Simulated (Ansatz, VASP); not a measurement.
# Cross-check of WAu (W-Au-Au-W stack, (100) layers) between VASP and Ansatz, part 2 of 2

Aim: how closely do two programs agree when they are given the same cell, functional and k mesh? Of the first pair: The structure shown is the start of the Ansatz relaxation below; VASP solves that cell, so the two are compared at the walk's first step.

VASP 6.6.1 and Ansatz 0.2.0.

So far. Step 3 (VASP: single point, PBE, start cell, pair 1): The run ends at a pressure of -3.17 GPa, with forces up to 1.3 eV/Å.

**6. VASP: single point, PBE, relaxed cell, pair 2**

Level of this step: PBE; plane waves and PAW (W, Au) (VASP).

The same cell, functional, mesh and smearing now go to VASP, with its own data sets.

INCAR reads:

```
SYSTEM = WAu
PREC = Accurate
ENCUT = 520
EDIFF = 1E-06
NELM = 120
ISMEAR = 0
SIGMA = 0.1
LREAL = .FALSE.
ALGO = Normal
GGA = PE
NBANDS = 23
LASPH = .TRUE.
LORBIT = 11
LWAVE = .FALSE.
LCHARG = .FALSE.
ISIF = 2
LDIPOL = .TRUE.
IDIPOL = 3
DIPOL = 0.5 0.5 0.238
LVHAR = .TRUE.
GGA_COMPAT = .FALSE.
NELMDL = -8
KPAR = 2
```

POSCAR reads:

```
WAu
1.0
    2.6854448152      0.0000000000      0.0000000000
    0.0000000000      2.6854448152      0.0000000000
    0.0000000000      0.0000000000     36.0400001536
W Au
2 2
Direct
    0.0000000000      0.0000000000      0.1427824519
    0.5000000000      0.5000000000      0.3322452931
    0.5000000000      0.5000000000      0.2034809221
    0.0000000000      0.0000000000      0.2715468229
```

KPOINTS reads:

```
Automatic mesh
0
Gamma
8 8 1
0 0 0
```

Potentials, in the order of the species: W and Au (PBE family, release 64).

On the command line:

```
$ mpirun -np 2 vasp_std
```

Numbers of over 12 decimals in the logs are rounded to 6 here.

Output:

```text
[... set-up lines as in an earlier step ...]
 entering main loop
       N       E                     dE             d eps       ncg     rms          rms(c)
DAV:   1     0.219754005285E+03    0.21975E+03   -0.12755E+04   706   0.115E+03
DAV:   2    -0.134055778099E+02   -0.23316E+03   -0.22081E+03  1007   0.232E+02
DAV:   3    -0.298387797134E+02   -0.16433E+02   -0.15709E+02   844   0.638E+01
DAV:   4    -0.303474355078E+02   -0.50866E+00   -0.50331E+00   972   0.115E+01
[...]
DAV:  24    -0.276524744700E+02   -0.35161E-05   -0.10471E-07   443   0.976E-04    0.807E-04
DAV:  25    -0.276524763569E+02   -0.18869E-05   -0.35476E-08   443   0.787E-04    0.132E-04
DAV:  26    -0.276524772090E+02   -0.85214E-06   -0.39563E-08   436   0.552E-04
   1 F= -.27652477E+02 E0= -.27647001E+02  d E =-.109524E-01
```

OUTCAR, selected parts (step 6):

```text
  Total       -0.8610687     -0.8610687     -0.3250936      0.0000000      0.0000000     -0.0000000
  in kB       -5.3080030     -5.3080030     -2.0040188      0.0000000      0.0000000     -0.0000000
  external PRESSURE =      -4.2066749 kB  Pullay stress =       0.0000000 kB

 POSITION                                       TOTAL-FORCE (eV/Angst)
 -----------------------------------------------------------------------------------
      0.00000      0.00000      5.14588         0.000000      0.000000      0.056186
      1.34272      1.34272     11.97412        -0.000000      0.000000     -0.056186
      1.34272      1.34272      7.33345        -0.000000      0.000000     -0.042067
      0.00000      0.00000      9.78655         0.000000     -0.000000      0.042067
 -----------------------------------------------------------------------------------
    total drift:                               -0.000000      0.000000      0.000030

  FREE ENERGIE OF THE ION-ELECTRON SYSTEM (eV)
  ---------------------------------------------------
  free  energy   TOTEN  =       -27.6524772090 eV

  energy  without entropy=      -27.6415247985  energy(sigma->0) =      -27.64700100

[... 1 part as in an earlier step ...]

[... 2 further parts left out ...]
[key lines of the parts left out:]
E-fermi :  -1.7235
```

The run ends at a pressure of -0.42 GPa, with forces up to 0.056 eV/Å.

**7. Comparison**

What differs besides the data sets and the points named for the pairs above, as far as they apply: the data sets hold 66 valence electrons in Ansatz (on its PAW soft_1 files) and 34 in VASP. Total energies have different zeros and are not compared.

Forces (eV/Å; atoms numbered as in POSCAR):

```tsv
atom	Ansatz x, y, z	VASP x, y, z
W1	0.000, 0.000, 0.000	0.000, 0.000, 0.056
W2	0.000, 0.000, 0.000	0.000, 0.000, -0.056
Au3	0.000, 0.000, 0.001	0.000, 0.000, -0.042
Au4	0.000, 0.000, -0.001	0.000, 0.000, 0.042
```

The forces differ by 29 meV/Å r.m.s., where the r.m.s. force is 0.000 eV/Å in Ansatz and 0.029 eV/Å in VASP: the atoms lie near their places of rest in Ansatz, so a percentage would say little (all taken over all components). Where the cell holds vacuum, a pressure given here is an average over it and none of the material.

**8. Ansatz: relaxation, PBE**

This run makes the geometry at which the two programs are then compared.

The structure compared here is the end of the Ansatz relaxation.

input.yaml reads:

```yaml
crystal:
  lattice:
    - [2.6807489179, 0.0, 0.0]
    - [0.0, 2.6807489179, 0.0]
    - [0.0, 0.0, 37.4564816519]
  atoms:
    - { symbol: W, position: [0.0, 0.0, 0.1372157326] }
    - { symbol: Au, position: [0.5, 0.5, 0.1958062366] }
    - { symbol: Au, position: [0.0, 0.0, 0.2612575144] }
    - { symbol: W, position: [0.5, 0.5, 0.3198480184] }
  periodic: [true, true, false]
kpoints:
  mp_grid: { grid: [12, 12, 1] }
hamiltonian:
  xc: pbe
  pseudopotentials: { kind: paw, azcp: { folder: soft_1 } }
scf:
  occupations: { method: methfessel_paxton, width: 0.2 }
output:
  forces: true
  stress: true
  eigenvalues: true
relax:
  adjacent_minimum: "off"
  f_tol: 0.001
  max_steps: 60
  cell: { stress_2d_tol: 0.002 }
```

On the command line:

```
$ ansatz run input.yaml --threads 4 --pin off --max-ram 12288MiB --backend cpu --events-out ev --progress --plain --runs-dir out
```

Output:

```text
[...]
Crystal: 4 atoms, lattice volume = 269.178 Å³
Basis set: ecut = 420 eV, 5329 PW (Γ), exchange–correlation on 36×36×512 points (8 copies of the dense FFT grid, shifted against one another)
Bands: 40, of which v1, the nominal top of the filled ones, is band 33 counted from 1 (32 counted from 0)
Symmetry: 16 space group operations
[...]
k-points: 28 of 144
[...]
--- Relaxed structure (3 steps of the walk, 2 accepted, 1 SCFs on fresh bases) ---
[...]
cell:  # Å, volume = 269.2158 Å³
    - [2.680938, 0, 0.0]
    - [0, 2.680938, 0.0]
    - [0.0, 0.0, 37.4564816519]
  atoms:
    - { symbol: W, position: [0.0, 0.0, 0.137236] }
    - { symbol: Au, position: [0.5, 0.5, 0.195811] }
    - { symbol: Au, position: [0.0, 0.0, 0.261252] }
    - { symbol: W, position: [0.5, 0.5, 0.319828] }
[key lines of the parts left out:]
SCF converged after 7 iterations
Free energy (F): -47069.542002 eV
Fermi energy:    -5.436384 eV
P = ½ c Tr σ = 0.0003 N/m
```

**9. VASP: single point, PBE, relaxed cell, pair 3**

The same cell, functional, mesh and smearing now go to VASP, with its own data sets.

INCAR, as its differences from that of step 6:

```diff
@@ -5,4 +5,4 @@
 NELM = 120
-ISMEAR = 0
-SIGMA = 0.1
+ISMEAR = 1
+SIGMA = 0.2
 LREAL = .FALSE.
@@ -18,3 +18,3 @@
 IDIPOL = 3
-DIPOL = 0.5 0.5 0.238
+DIPOL = 0.5 0.5 0.229
 LVHAR = .TRUE.
```

POSCAR reads:

```
WAu
1.0
    2.6809381127      0.0000000000      0.0000000000
    0.0000000000      2.6809381127      0.0000000000
    0.0000000000      0.0000000000     37.4564816519
W Au
2 2
Direct
    0.0000000000      0.0000000000      0.1372357253
    0.5000000000      0.5000000000      0.3198280257
    0.5000000000      0.5000000000      0.1958113556
    0.0000000000      0.0000000000      0.2612523954
```

KPOINTS reads:

```
Automatic mesh
0
Gamma
12 12 1
0 0 0
```

On the command line:

```
$ mpirun -np 2 vasp_std
```

Output:

```text
[... set-up lines as in an earlier step ...]
 entering main loop
       N       E                     dE             d eps       ncg     rms          rms(c)
DAV:   1     0.221552658174E+03    0.22155E+03   -0.12753E+04  1304   0.115E+03
DAV:   2    -0.135416191115E+02   -0.23509E+03   -0.22488E+03  1940   0.229E+02
DAV:   3    -0.299241989593E+02   -0.16383E+02   -0.15749E+02  1575   0.634E+01
DAV:   4    -0.303819189682E+02   -0.45772E+00   -0.45179E+00  1836   0.110E+01
[...]
DAV:  24    -0.277236145707E+02   -0.33369E-05   -0.10867E-07   812   0.215E-03    0.289E-04
DAV:  25    -0.277236164575E+02   -0.18868E-05   -0.45995E-08   819   0.989E-04    0.278E-04
DAV:  26    -0.277236173412E+02   -0.88364E-06   -0.59659E-08   826   0.112E-03
   1 F= -.27723617E+02 E0= -.27724449E+02  d E =0.249626E-02
```

OUTCAR, selected parts (step 9):

```text
  Total       -0.8514483     -0.8514483     -0.3238220      0.0000000      0.0000000      0.0000000
  in kB       -5.0672030     -5.0672030     -1.9271537      0.0000000      0.0000000      0.0000000
  external PRESSURE =      -4.0205199 kB  Pullay stress =       0.0000000 kB

 POSITION                                       TOTAL-FORCE (eV/Angst)
 -----------------------------------------------------------------------------------
      0.00000      0.00000      5.14037         0.000000     -0.000000      0.056204
      1.34047      1.34047     11.97963         0.000000      0.000000     -0.056204
      1.34047      1.34047      7.33440         0.000000     -0.000000     -0.041721
      0.00000      0.00000      9.78560        -0.000000     -0.000000      0.041721
 -----------------------------------------------------------------------------------
    total drift:                               -0.000000      0.000000     -0.000002

  FREE ENERGIE OF THE ION-ELECTRON SYSTEM (eV)
  ---------------------------------------------------
  free  energy   TOTEN  =       -27.7236173412 eV

  energy  without entropy=      -27.7261135997  energy(sigma->0) =      -27.72444943

[... 3 further parts left out ...]
[key lines of the parts left out:]
E-fermi :  -1.9058
```

The run ends at a pressure of -0.40 GPa, with forces up to 0.056 eV/Å.

**10. Side by side**

What differs besides the data sets and the points named for the pairs above, as far as they apply: the data sets hold 66 valence electrons in Ansatz (on its PAW soft_1 files) and 34 in VASP. Total energies have different zeros and are not compared.

Forces (eV/Å; atoms numbered as in POSCAR):

```tsv
atom	Ansatz x, y, z	VASP x, y, z
W1	0.000, 0.000, 0.000	0.000, 0.000, 0.056
W2	0.000, 0.000, 0.000	0.000, 0.000, -0.056
Au3	0.000, 0.000, 0.000	0.000, 0.000, -0.042
Au4	0.000, 0.000, 0.000	0.000, 0.000, 0.042
```

The forces differ by 29 meV/Å r.m.s., where the r.m.s. force is 0.000 eV/Å in Ansatz and 0.029 eV/Å in VASP: the atoms lie near their places of rest in Ansatz, so a percentage would say little (all taken over all components). Where the cell holds vacuum, a pressure given here is an average over it and none of the material.

**11. Outcome**

* r.m.s. force difference (single point, PBE, start cell, pair 1): 5.5 % of the r.m.s. force
* r.m.s. force difference (single point, PBE, relaxed cell, pair 2): 29 meV/Å
* r.m.s. force difference (single point, PBE, relaxed cell, pair 3): 29 meV/Å

What this shows: The r.m.s. force difference is 29 meV/Å (single point, PBE, relaxed cell, pair 2), beyond the 12 meV/Å picked in this series as the mark of a large difference. The data sets hold unlike numbers of valence electrons (66 in Ansatz and 34 in VASP), so part of the differences may come from the potentials. What causes the difference of the single point, PBE, start cell, pair 1 pair stays open here. What causes the difference of the single point, PBE, relaxed cell, pair 2 pair stays open here. What causes the difference of the single point, PBE, relaxed cell, pair 3 pair stays open here. 1 further pair of this series is not shown here. How closely two codes agree says nothing of how well the functional describes the real material.

[Lines on the potential files, build, host, timing and source positions are cut from VASP's logs without a mark.]

[Logs are printed without paths, hosts, clocks, repeated set-up lines and the standing remarks that a program may print on its own settings, such as how far it seeks lower states.]

[Hosts, paths, dates, database ids (printed as entryN), source tags and the programs' standing remarks are cut or masked in the printed files.]
